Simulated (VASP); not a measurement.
An input for Ansatz (written as the equivalent of a VASP run, and not itself run):

Ansatz 0.2 input:
```yaml
crystal:
  lattice:
    - [0.0000000, 2.1733896, 2.1733896]
    - [2.1733896, 0.0000000, 2.1733896]
    - [2.1733896, 2.1733896, 0.0000000]
  atoms:
    - { symbol: Al, position: [0.0000000, 0.0000000, 0.0000000] }
    - { symbol: N, position: [0.2500000, 0.2500000, 0.2500000] }
kpoints:
  mp_grid: { grid: [10, 10, 10] }
hamiltonian:
  xc: lda
  pseudopotentials: { kind: paw }
scf:
  occupations: { method: gaussian, width: 0.05 }
  max_iter: 100
output: { forces: true, stress: true, eigenvalues: true }
```

**Question.** Write the VASP files for the same calculation (LDA).

**Answer.** One answer among several that fit: 
KPOINTS:
```
Automatic
0
G
 10 10 10
```

INCAR:
```
ALGO = Normal
EDIFF = 1E-7
ENCUT = 520
ISIF = 2
ISMEAR = 0
LASPH = T
LCHARG = F
LREAL = F
LWAVE = F
NELM = 100
PREC = Accurate
SIGMA = 0.05
SYSTEM = AlN
```

### POSCAR
```
AlN
3.0736370
  0.0000000000   0.7071067860   0.7071067860
  0.7071067860   0.0000000000   0.7071067860
  0.7071067860   0.7071067860   0.0000000000
Al N
1 1
direct
  0.0000000000   0.0000000000   0.0000000000
  0.2500000000   0.2500000000   0.2500000000
```

POTCAR, in this order: Al N (LDA.64 set). Program: vasp_std.

The two are equivalent in intent, not identical: each code has its own PAW files, so the cut-off isn't converted (ENCUT is set for VASP's; basis.ecutwfc is left out, and Ansatz then takes the one that its files recommend); Ansatz stops its SCF on the density residual and VASP on the energy change (EDIFF); Ansatz's lda is the Perdew-Wang form, while the LDA potentials of VASP carry Perdew-Zunger's.

The compound is AlN in the zinc blende structure, a metastable form; wurtzite is the usual one. It was relaxed first.
